Five programs compute the pressure of the same layered boron nitride crystal, with the same functional and the same fixed cell. They agree that the cell is compressed by 4 to 5 GPa relative to what this functional prefers, and disagree among themselves by about 1 GPa. Can such a value be traced back to the program that produced it?

Pressure of layered boron nitride (P6_3/mmc, 4 atoms, 8.97 Å³/atom) from PBE calculations on one fixed cell, without dispersion correction or spin polarisation, with a 12x12x4 k mesh and Fermi-Dirac smearing of 0.05 eV. The basis column gives the plane-wave cutoff. Pressure is positive in compression and excludes Ansatz's Pulay correction. Candidates: Quantum ESPRESSO, VASP, DFTK, GPAW, Ansatz.

```
row  pressure (GPa)
  A           3.990
  B           4.480
  C           4.750
  D           4.330
  E           5.140
```

Row A is the lowest, and a well-known basis error suggests a name for it. The orbitals are built from plane waves up to a cutoff, the highest kinetic energy admitted. When the cell shrinks with its set of plane waves held fixed, all wavelengths shorten and the effective cutoff rises. The better basis lowers the energy, so compression looks easier than it is and the pressure comes out too low:

P(fixed set) = P(fixed cutoff) − (2/3) (E_c/V) |dE/dE_c|

Here P is the pressure, E the energy of the cell, V its volume and E_c the cutoff. The error fades as the basis becomes complete, because E then stops depending on E_c.

Going up in pressure through D, B, C and E, this rule would hand out the names in order of cutoff. Ansatz, with 420 eV, would be A, and DFTK, with 1143 eV, would be E. The weak point is that the rule compares cutoffs across different potentials. A hard potential, with sharp features near the nucleus, needs a higher cutoff for the same accuracy, so 800 eV can be generous for one data set and modest for another.

A second property of the same runs gives a better handle: the direct gap, the smallest energy step from a filled to an empty level at one point of the k mesh. It is 4.69 eV in rows A and C and 4.66 eV in B, D and E, with very little scatter inside either group. The candidates also divide into two and three. Quantum ESPRESSO and DFTK use ultrasoft and norm-conserving potentials, while the other three use PAW.

Theory offers a reason for such a division. Norm-conserving potentials carry into the crystal a description of the region near the nucleus that was settled in the free atom, and ultrasoft ones update it only in part. PAW recomputes its terms for that region from the density in the crystal, while the core electrons and the local functions used there are kept from the atom. Three PAW programs may therefore lie closer together. This does not explain why the other two agree so well with each other, and these runs do not test whether it is what separates the gaps.

The probable reading is that A and C are Quantum ESPRESSO and DFTK, in either order, and that B, D and E are the PAW programs. Inside the groups the names remain ambiguous, and no single letter is sure.

The rows with their labels:

```
         program                            potentials    basis  pressure (GPa)
Quantum ESPRESSO               SSSP 1.3 efficiency PBE   816 eV           3.990
            GPAW  GPAW PAW data sets (gpaw data 1.2.1)   800 eV           4.330
          Ansatz                            Ansatz PAW   420 eV           4.480
            DFTK        dojo.nc.sr.pbe.v0_4_1.standard  1143 eV           4.750
            VASP  VASP PAW PBE potentials, recommended   520 eV           5.140
```

The division by gap was right; a random choice of two rows out of five would have hit it one time in ten, so it is a useful hint and not a law. The rule of cutoffs placed none of the five names correctly.

At the low end, Quantum ESPRESSO and GPAW are 0.34 GPa apart. The pressure, however, is an average over directions, with the stress in the layers counted twice and the stress across them once. GPAW has 0.82 GPa more in the layers and 0.63 GPa less across them, so the average hides much of the disagreement.

In the middle stands Ansatz, with the lowest cutoff of all. The basis error is real here: the program evaluates it as 0.59 GPa, which would lift the tabulated 4.48 to 5.07 GPa, almost level with the VASP value, which has no such correction. An energy that falls by only about 5 meV per atom for 10 percent more cutoff is enough to cause it. The order of the middle rows thus depends on whether this correction is applied, and has no physical meaning.

At the upper end, DFTK and VASP show why a cutoff should be judged only together with its potentials. VASP has the highest pressure with less than half of DFTK's cutoff. A basis error in VASP would normally pull its pressure down, so it can't explain the lead. A difference between the data sets is a likely cause, but that is a guess, since the basis error of DFTK is not evaluated here. With one program and one set of potentials, the rule is expected to be more useful: a higher cutoff usually raises the pressure until it levels off, though these rows do not test it.

What the disagreement means for the crystal follows from the stress in the layers, which has the same order as the pressure and spreads over 1.65 GPa. Dividing by the stiffness against an equal strain in both in-plane directions, roughly 1000 GPa (a recalled value, not adjusted to these rows), gives the strain:

1.65 GPa / 1000 GPa ≈ 0.0017
0.0017 × 2.5 Å ≈ 0.004 Å

A disagreement of over 1 GPa therefore shrinks to a few thousandths of an ångström in the lattice constant, because the bonds in the layers are so stiff. The estimate holds the layer spacing fixed. It can't be carried over to that spacing, since PBE without dispersion barely binds the layers and a small stress would move them far. The printed analysis below gives both stress components and the estimated lattice constant for each program.

Printed output of the fit:

```
Stress parts and gap:
               row  in-plane stress GPa  stress along c GPa  direct gap eV  estimated free a in A
  Quantum ESPRESSO                4.645               2.689          4.687                   2.51
              GPAW                5.467               2.063          4.663                  2.512
            Ansatz                5.559               2.323          4.664                  2.512
              DFTK                5.638               2.974          4.686                  2.512
              VASP                6.295               2.843          4.661                  2.514
Spread of the pressure, highest less lowest (GPa): 1.15
Smallest distance between neighbouring pressures (GPa): 0.15
Rank correlation of pressure with cutoff: -0.2
Labels right out of five by the rule lower cutoff gives lower pressure: 0
Pulay correction of Ansatz (GPa): 0.5942
Ansatz pressure with its correction (GPa): 5.074
VASP less corrected Ansatz (GPa): 0.0658
Energy fall per atom for 10 percent more cutoff, implied by the correction (meV): 4.753
Spread of the in-plane stress (GPa): 1.65
In-plane share of the pressure difference VASP less QE (percent): 95.63
GPAW less QE, in-plane stress (GPa): 0.8211
GPAW less QE, stress along c (GPa): -0.626
GPAW less QE, pressure (GPa): 0.34
Spread of the direct gap among PAW rows (meV): 2.937
Spread of the direct gap among the other two rows (meV): 1.083
Empty interval between the two groups of gaps (meV): 22.21
Spread of the estimated free lattice constant (A): 0.004205
The same spread as strain (percent): 0.1683
Possible assignments before and after the gap clue, ratio: 10
```
